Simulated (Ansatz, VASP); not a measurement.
# AlZn3 in VASP and in Ansatz

Contents of INCAR:

```
PREC = Accurate
ENCUT = 520
EDIFF = 1E-7
ISMEAR = 0
SIGMA = 0.2
LREAL = F
LASPH = T
NELM = 60
ALGO = Normal
ISIF = 2
LWAVE = F
LCHARG = F
GGA = PE
NBANDS = 49
```

Contents of KPOINTS:

```
regular mesh
0
Gamma
  4 4 4
```

POSCAR

```
AlZn3
1.0
    5.0402626000      0.0000000000      0.0000000000
    0.0000000000      5.0402626000      0.0000000000
    0.0000000000      0.0000000000      5.0402626000
Al Zn
2 6
Direct
    0.0000000000      0.0000000000      0.0000000000
    0.5000000000      0.5000000000      0.5000000000
    0.2500000000      0.0000000000      0.5000000000
    0.5000000000      0.7500000000      0.0000000000
    0.7500000000      0.0000000000      0.5000000000
    0.5000000000      0.2500000000      0.0000000000
    0.0000000000      0.5000000000      0.7500000000
    0.0000000000      0.5000000000      0.2500000000
```

Input for Ansatz:

```yaml
crystal:
  lattice:
    - [5.0402626, 0.0, 0.0]
    - [0.0, 5.0402626, 0.0]
    - [0.0, 0.0, 5.0402626]
  atoms:
    - { symbol: Al, position: [0.0, 0.0, 0.0] }
    - { symbol: Al, position: [0.5, 0.5, 0.5] }
    - { symbol: Zn, position: [0.25, 0.0, 0.5] }
    - { symbol: Zn, position: [0.5, 0.75, 0.0] }
    - { symbol: Zn, position: [0.75, 0.0, 0.5] }
    - { symbol: Zn, position: [0.5, 0.25, 0.0] }
    - { symbol: Zn, position: [0.0, 0.5, 0.75] }
    - { symbol: Zn, position: [0.0, 0.5, 0.25] }
basis:
  ecutwfc: 420
kpoints:
  mp_grid: { grid: [4, 4, 4] }
hamiltonian:
  xc: pbe
scf:
  occupations: { method: gaussian, width: 0.2 }
  lower_state_search: "off"
output:
  forces: true
  stress: true
  eigenvalues: true
```

Alike in both runs: task single point; functional PBE; k mesh 4 × 4 × 4; occupations gaussian, width 0.2 eV; no spin polarisation.

|  | VASP | Ansatz |
| --- | --- | --- |
| version | VASP 6.6.1 | Ansatz 0.2.0 |
| potentials or method | VASP PAW PBE potentials, release 64 (Al, Zn) | scalar-relativistic, plane waves, PAW |
| plane-wave cutoff (eV) | 520 | 420 |
| valence electrons in the cell | 78 | 78 |

|  | VASP | Ansatz | Ansatz less VASP |
| --- | --- | --- | --- |
| gap on the k mesh at the Fermi level (eV) | none | none | - |
| pressure (GPa) | 0.1 | 0.0 | -0.18 |

A gap of «none» marks a metal or a gap that the smearing closes. With one functional, cell and mesh, what is left measures potentials, basis and numerics.
